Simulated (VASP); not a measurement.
NaI (rock salt) is relaxed at rising pressure, each step from the one before. Symmetry mostly holds the structure type, and other phases were not tried. The mesh follows the cell, and a change of mesh leaves a small step in the series.

Given:

```yaml
crystal:
  lattice:
    - [0.00000, 3.12646, 3.12646]
    - [3.12646, 0.00000, 3.12646]
    - [3.12646, 3.12646, 0.00000]
  atoms:
    - { symbol: Na, position: [0.00000, 0.00000, 0.00000] }
    - { symbol: I, position: [0.50000, 0.50000, 0.50000] }
```

The numbers are results of LDA (Ceperley-Alder, Perdew-Zunger), VASP's LDA PAW potentials (set 64) (plane waves; VASP), not measurements. Run with 500 eV cut-off, 7×7×7 Γ-centred mesh, Gaussian smearing of 0.050 eV, potentials Na_pv I.

```json
[
 {"P (GPa)": "0", "V (Å³/atom)": "30.56", "H − H(0) (eV/atom)": "0.000", "space group": "Fm-3m", "k-mesh": "7×7×7"},
 {"P (GPa)": "5", "V (Å³/atom)": "26.14", "H − H(0) (eV/atom)": "0.876", "space group": "Fm-3m", "k-mesh": "8×8×8"},
 {"P (GPa)": "10", "V (Å³/atom)": "23.71", "H − H(0) (eV/atom)": "1.651", "space group": "Fm-3m", "k-mesh": "8×8×8"},
 {"P (GPa)": "20", "V (Å³/atom)": "20.95", "H − H(0) (eV/atom)": "3.035", "space group": "Fm-3m", "k-mesh": "8×8×8"},
 {"P (GPa)": "30", "V (Å³/atom)": "19.20", "H − H(0) (eV/atom)": "4.283", "space group": "Fm-3m", "k-mesh": "9×9×9"},
 {"P (GPa)": "45", "V (Å³/atom)": "17.47", "H − H(0) (eV/atom)": "5.994", "space group": "Fm-3m", "k-mesh": "9×9×9"}
]
```

Pressures at which the relaxation failed are left out.

The compound is NaI in the rock salt structure.
